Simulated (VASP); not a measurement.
# W from a squeezed to a stretched cell, part 2 of 2

Aim: follow W from a squeezed to a stretched cell. The starting structure is a measured crystal structure from the Crystallography Open Database. All runs use LDA. The equilibrium cell comes from relaxations that aren't shown. At each volume, shape and positions are relaxed as far as symmetry leaves them free.

VASP 6.6.1.

Results so far: the equilibrium volume 0.0 GPa; 0.96 of the equilibrium volume 15.3 GPa; 1.04 of the equilibrium volume -12.5 GPa; 0.92 of the equilibrium volume 34.0 GPa; 0.98 of the equilibrium volume 7.3 GPa.

## Step 7: Relaxation at 1.02 of the equilibrium volume (continued)

Level of this step: LDA; plane waves and PAW (W) (VASP).

From OUTCAR (step 7):

```text
  Total       -0.6390865     -0.6390865     -0.6390865     -0.0000000      0.0000000     -0.0000000
  in kB      -65.5411340    -65.5411340    -65.5411340     -0.0000000      0.0000000     -0.0000000
  external PRESSURE =     -65.5411340 kB  Pullay stress =       0.0000000 kB

 POSITION                                       TOTAL-FORCE (eV/Angst)
 -----------------------------------------------------------------------------------
      0.00000      0.00000      0.00000         0.000000      0.000000      0.000000
 -----------------------------------------------------------------------------------
    total drift:                                0.000000     -0.000000      0.000000

  FREE ENERGIE OF THE ION-ELECTRON SYSTEM (eV)
  ---------------------------------------------------
  free  energy   TOTEN  =       -14.2038548177 eV

  energy  without entropy=      -14.2045238328  energy(sigma->0) =      -14.20407782

[... 2 parts as in an earlier step ...]

[... 2 further parts left out ...]
[key lines of the parts left out:]
E-fermi :   8.0332
```

1.02 of the equilibrium volume: 15.623 Å³ an atom and a pressure of -6.55 GPa.

## Step 8: Relaxation at 0.9 of the equilibrium volume

Contents of INCAR:

```
SYSTEM = W
PREC = Accurate
ENCUT = 500
EDIFF = 1E-07
NELM = 100
ISMEAR = 1
SIGMA = 0.15
LREAL = .FALSE.
ALGO = Normal
GGA = CA
NBANDS = 9
LASPH = .TRUE.
LORBIT = 11
LWAVE = .FALSE.
LCHARG = .FALSE.
KPAR = 4
IBRION = 2
NSW = 50
ISIF = 4
EDIFFG = -0.003
```

Contents of POSCAR:

```
W
1.0
   -1.5104726872      1.5104726872      1.5104726872
    1.5104726872     -1.5104726872      1.5104726872
    1.5104726872      1.5104726872     -1.5104726872
W
1
Direct
    0.0000000000      0.0000000000      0.0000000000
```

Contents of KPOINTS:

```
Automatic mesh
0
Gamma
20 20 20
0 0 0
```

The projector-augmented-wave data sets are W (LDA family, release 64).

Run with:

```bash
$ mpirun -np 4 vasp_std
```

Output:

```text
[... set-up lines as in an earlier step ...]
 entering main loop
       N       E                     dE             d eps       ncg     rms          rms(c)
DAV:   1     0.664939307001E+01    0.66494E+01   -0.29718E+03  4624   0.559E+02
DAV:   2    -0.142904464890E+02   -0.20940E+02   -0.20157E+02  5520   0.128E+02
DAV:   3    -0.146383391540E+02   -0.34789E+00   -0.34705E+00  5238   0.133E+01
DAV:   4    -0.146390400380E+02   -0.70088E-03   -0.70075E-03  5488   0.651E-01
[...]
DAV:  10    -0.140127180422E+02   -0.11454E-05   -0.39482E-05  5534   0.416E-02    0.109E-02
DAV:  11    -0.140127184813E+02   -0.43913E-06   -0.71056E-07  5046   0.933E-03    0.597E-03
DAV:  12    -0.140127184636E+02    0.17691E-07   -0.16062E-08  2815   0.855E-04
   1 F= -.14012718E+02 E0= -.14012675E+02  d E =-.140127E+02
[...]
reached required accuracy - stopping structural energy minimisation
```

Wall time 9.8 s (4 MPI ranks of Intel Xeon Platinum 8375C at 2.90GHz (Ice Lake), shared host); peak memory 0.55 GiB.

Parts of OUTCAR (step 8):

```text
  Total        3.8600248      3.8600248      3.8600248      0.0000000      0.0000000     -0.0000000
  in kB      448.6441985    448.6441985    448.6441985      0.0000000      0.0000000     -0.0000000
  external PRESSURE =     448.6441985 kB  Pullay stress =       0.0000000 kB

  FREE ENERGIE OF THE ION-ELECTRON SYSTEM (eV)
  ---------------------------------------------------
  free  energy   TOTEN  =       -14.0127184636 eV

  energy  without entropy=      -14.0125888056  energy(sigma->0) =      -14.01267524

[... 3 parts as in an earlier step ...]

[... 2 further parts left out ...]
[key lines of the parts left out:]
E-fermi :   9.6569
```

0.9 of the equilibrium volume: 13.785 Å³ an atom and a pressure of 44.86 GPa.

## Step 9: Relaxation at 1.06 of the equilibrium volume

INCAR is that of step 8.

Contents of POSCAR:

```
W
1.0
   -1.5951468182      1.5951468182      1.5951468182
    1.5951468182     -1.5951468182      1.5951468182
    1.5951468182      1.5951468182     -1.5951468182
W
1
Direct
    0.0000000000      0.0000000000      0.0000000000
```

KPOINTS is that of step 8.

Run with:

```bash
$ mpirun -np 4 vasp_std
```

Output:

```text
[... set-up lines as in an earlier step ...]
 entering main loop
       N       E                     dE             d eps       ncg     rms          rms(c)
DAV:   1     0.452398406258E+01    0.45240E+01   -0.28958E+03  4616   0.550E+02
DAV:   2    -0.145304095904E+02   -0.19054E+02   -0.18244E+02  5484   0.118E+02
DAV:   3    -0.149100952781E+02   -0.37969E+00   -0.37858E+00  5220   0.140E+01
DAV:   4    -0.149110558756E+02   -0.96060E-03   -0.96055E-03  5446   0.738E-01
[...]
DAV:   9    -0.141568066671E+02    0.40025E-03   -0.24126E-04  5357   0.679E-02    0.235E-02
DAV:  10    -0.141568088583E+02   -0.21912E-05   -0.13585E-05  5307   0.270E-02    0.198E-02
DAV:  11    -0.141568088717E+02   -0.13442E-07   -0.44705E-07  5021   0.707E-03
   1 F= -.14156809E+02 E0= -.14157021E+02  d E =-.141568E+02
[...]
reached required accuracy - stopping structural energy minimisation
```

Wall time 9.8 s (4 MPI ranks); peak memory 0.56 GiB; 25 s of CPU time.

Parts of OUTCAR (step 9):

```text
  Total       -1.8038748     -1.8038748     -1.8038748     -0.0000000     -0.0000000      0.0000000
  in kB     -178.0143408   -178.0143408   -178.0143408     -0.0000000     -0.0000000      0.0000000
  external PRESSURE =    -178.0143408 kB  Pullay stress =       0.0000000 kB

 POSITION                                       TOTAL-FORCE (eV/Angst)
 -----------------------------------------------------------------------------------
      0.00000      0.00000      0.00000         0.000000      0.000000     -0.000000
 -----------------------------------------------------------------------------------
    total drift:                                0.000000      0.000000      0.000000

  FREE ENERGIE OF THE ION-ELECTRON SYSTEM (eV)
  ---------------------------------------------------
  free  energy   TOTEN  =       -14.1568088717 eV

  energy  without entropy=      -14.1574449861  energy(sigma->0) =      -14.15702091

[... 2 parts as in an earlier step ...]

[... 2 further parts left out ...]
[key lines of the parts left out:]
E-fermi :   7.5842
```

1.06 of the equilibrium volume: 16.235 Å³ an atom and a pressure of -17.80 GPa.

## Step 10: All runs side by side

| run | volume (Å³/atom) | pressure (GPa) | core minutes |
| --- | --- | --- | --- |
| 0.9 of the equilibrium volume | 13.785 | 44.86 | 0.653 |
| 0.92 of the equilibrium volume | 14.091 | 34.03 | 0.547 |
| 0.96 of the equilibrium volume | 14.704 | 15.33 | 0.533 |
| 0.98 of the equilibrium volume | 15.01 | 7.27 | 0.56 |
| the equilibrium volume | 15.316 | 0.0 | 0.373 |
| 1.02 of the equilibrium volume | 15.623 | -6.55 | 0.547 |
| 1.04 of the equilibrium volume | 15.929 | -12.47 | 0.52 |
| 1.06 of the equilibrium volume | 16.235 | -17.8 | 0.653 |

Core minutes are wall time times ranks of the run shown, on a shared host.

## Step 11: What came out

| Item | Value |
| --- | --- |
| pressure at 0.9 of the equilibrium volume | 44.86 GPa |
| pressure at 0.92 of the equilibrium volume | 34.03 GPa |
| pressure at 0.96 of the equilibrium volume | 15.33 GPa |
| pressure at 0.98 of the equilibrium volume | 7.27 GPa |
| pressure at the equilibrium volume | 0.00 GPa |
| pressure at 1.02 of the equilibrium volume | -6.55 GPa |
| pressure at 1.04 of the equilibrium volume | -12.47 GPa |
| pressure at 1.06 of the equilibrium volume | -17.80 GPa |

Between 0.9 of the equilibrium volume and 1.06 of the equilibrium volume the pressure on W goes from 44.9 to -17.8 GPa. Further runs on this material are not shown.

[Lines on the potential files, build, host, timing and source positions are cut from VASP's logs without a mark.]

[Logs are printed without paths, hosts, clocks, repeated set-up lines and the standing remarks that a program may print on its own settings, such as how far it seeks lower states.]

[Hosts, paths, dates, database ids (printed as entryN), source tags and the programs' standing remarks are cut or masked in the printed files.]
